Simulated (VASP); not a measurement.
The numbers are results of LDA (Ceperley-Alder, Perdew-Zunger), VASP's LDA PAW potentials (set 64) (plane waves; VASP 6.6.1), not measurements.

The input files of a VASP run:

POSCAR:
```
BaTiO3
1
    3.9408624169     0.0000000000     0.0000000000
    0.0000000000     3.9408624169     0.0000000000
    0.0000000000     0.0000000000     4.0043159176
Ba Ti O
1 1 3
Direct
  1.0000000000   0.0000000000   0.0003952610
  0.5000000000   0.5000000000   0.5143751258
  0.5000000000   0.5000000000   0.9775513573
  1.0000000000   0.5000000000   0.4858391279
  0.5000000000   0.0000000000   0.4858391279
```

**KPOINTS**
```
Automatic mesh
0
Gamma
10 10 10
0 0 0
```

### INCAR
```
LCHARG  =  .FALSE.
NBANDS  =  72
SIGMA  =  0.01   # width (eV)
ENCUT  =  520   # plane-wave cut-off (eV)
NELM  =  100   # most electronic steps
LREAL  =  .FALSE.
LWAVE  =  .FALSE.
ALGO  =  Normal
SYSTEM  =  BaTiO3
EDIFF  =  1E-7
LASPH  =  .TRUE.   # aspherical one-centre terms
LMAXMIX  =  4
ISMEAR  =  0
PREC  =  Accurate
LOPTICS  =  .TRUE.
CSHIFT  =  0.1
NEDOS  =  1001   # DOS grid
```

POTCAR, in this order: Ba_sv Ti_sv O (LDA.64 set). Program: vasp_std.

What VASP printed:

OUTCAR:
```
 ion  position               nearest neighbor table
   1  0.000  0.000  0.000-   4 2.77   5 2.77   4 2.77   5 2.77   3 2.79   3 2.79   3 2.79   3 2.79
                             4 2.85   5 2.85   5 2.85   4 2.85   2 3.40   2 3.40   2 3.40   2 3.40
   2  0.500  0.500  0.514-   3 1.85   4 1.97   5 1.97   5 1.97   4 1.97   3 2.15   1 3.40   1 3.40
                             1 3.40   1 3.40   1 3.46   1 3.46   1 3.46   1 3.46
   3  0.500  0.500  0.978-   2 1.85   2 2.15   1 2.79   1 2.79   1 2.79   1 2.79
   4  0.000  0.500  0.486-   2 1.97   2 1.97   1 2.77   1 2.77   1 2.85   1 2.85
   5  0.500  0.000  0.486-   2 1.97   2 1.97   1 2.77   1 2.77   1 2.85   1 2.85
  LATTYP: Found a simple tetragonal cell.
 ALAT       =     3.9408624169
 C/A-ratio  =     1.0161014250
 Subroutine PRICEL returns:
 Original cell was already a primitive cell.
 Subroutine GETGRP returns: Found  8 space group operations
The static configuration has the point symmetry C_4v.
The dynamic configuration has the point symmetry C_4v.
 Subroutine INISYM returns: Found  8 space group operations
 Subroutine IBZKPT returns following result:
 Found    126 irreducible k-points:

 Following reciprocal coordinates:
            Coordinates               Weight
  0.000000  0.000000  0.000000      1.000000
  0.100000  0.000000  0.000000      4.000000
  0.200000  0.000000  0.000000      4.000000
...
```

**OSZICAR**
```
       N       E                     dE             d eps       ncg     rms          rms(c)
DAV:   1     0.347688046671E+03    0.34769E+03   -0.15751E+04 18152   0.606E+02
DAV:   2    -0.226926736008E+02   -0.37038E+03   -0.34157E+03 19168   0.205E+02
DAV:   3    -0.534225922620E+02   -0.30730E+02   -0.29511E+02 23144   0.571E+01
DAV:   4    -0.545730223765E+02   -0.11504E+01   -0.11452E+01 21536   0.907E+00
DAV:   5    -0.545845994219E+02   -0.11577E-01   -0.11576E-01 21096   0.862E-01    0.242E+01
DAV:   6    -0.449398062324E+02    0.96448E+01   -0.12114E+01 23400   0.263E+01    0.108E+01
DAV:   7    -0.443700843812E+02    0.56972E+00   -0.38667E+00 21400   0.820E+00    0.699E+00
DAV:   8    -0.443833528963E+02   -0.13269E-01   -0.14243E+00 22392   0.579E+00    0.417E+00
DAV:   9    -0.442016137594E+02    0.18174E+00   -0.30331E-01 21408   0.241E+00    0.180E+00
DAV:  10    -0.441644824626E+02    0.37131E-01   -0.51140E-02 23712   0.109E+00    0.413E-01
DAV:  11    -0.441634105310E+02    0.10719E-02   -0.59428E-03 22128   0.251E-01    0.208E-01
DAV:  12    -0.441631439267E+02    0.26660E-03   -0.51572E-04 23728   0.802E-02    0.715E-02
DAV:  13    -0.441631550998E+02   -0.11173E-04   -0.60521E-05 20416   0.282E-02    0.399E-02
DAV:  14    -0.441631515043E+02    0.35955E-05   -0.20120E-05 21368   0.226E-02    0.673E-03
DAV:  15    -0.441631510172E+02    0.48711E-06   -0.10349E-06 21408   0.451E-03    0.172E-03
DAV:  16    -0.441631510017E+02    0.15531E-07   -0.21819E-07 20976   0.209E-03
   1 F= -.44163151E+02 E0= -.44163151E+02  d E =-.119636E-36
 imaginary and real dielectric function
```

### OUTCAR
```
------------------------ aborting loop because EDIFF is reached ----------------------------------------
  FORCE on cell =-STRESS in cart. coord.  units (eV):
  Direction    XX          YY          ZZ          XY          YZ          ZX
  --------------------------------------------------------------------------------------
  Total       -0.0317024     -0.0317024     -0.0956955      0.0000000      0.0000000      0.0000000
  in kB       -0.8167542     -0.8167542     -2.4654223      0.0000000      0.0000000      0.0000000
  external PRESSURE =      -1.3663102 kB  Pullay stress =       0.0000000 kB
  volume of cell :       62.19
      direct lattice vectors                 reciprocal lattice vectors
     3.940862417  0.000000000  0.000000000     0.253751564  0.000000000  0.000000000
     0.000000000  3.940862417  0.000000000     0.000000000  0.253751564  0.000000000
     0.000000000  0.000000000  4.004315918     0.000000000  0.000000000  0.249730546
 POSITION                                       TOTAL-FORCE (eV/Angst)
 -----------------------------------------------------------------------------------
      0.00000      0.00000      0.00158         0.000000      0.000000      0.001231
      1.97043      1.97043      2.05972         0.000000     -0.000000     -0.023368
      1.97043      1.97043      3.91442         0.000000     -0.000000      0.008155
      0.00000      1.97043      1.94545         0.000000      0.000000      0.006991
      1.97043      0.00000      1.94545         0.000000      0.000000      0.006991
 -----------------------------------------------------------------------------------
    total drift:                                0.000000      0.000000      0.000220
  FREE ENERGIE OF THE ION-ELECTRON SYSTEM (eV)
  ---------------------------------------------------
  free  energy   TOTEN  =       -44.1631510017 eV

  energy  without entropy=      -44.1631510017  energy(sigma->0) =      -44.16315100

 plasma frequency squared (from intraband transitions) (eV^2)
  --------------------------------------------------------------------------------------
       0.000       0.000       0.000
       0.000       0.000       0.000
       0.000       0.000       0.000

 plasma frequency squared (from interband transitions, int dw w eps(2)(w)) (eV^2)
  --------------------------------------------------------------------------------------
     661.284       0.000       0.000       0.000       0.000       0.000
       0.000      -0.000     661.284       0.000      -0.000      -0.000
       0.000      -0.000      -0.000       0.000     660.098       0.000
```
(Selected blocks of OUTCAR.)

The dielectric response may not be converged in the k-mesh; for small gaps it tends to come out too large.

The compound is BaTiO3 in the tetragonal perovskite structure. It was relaxed first.
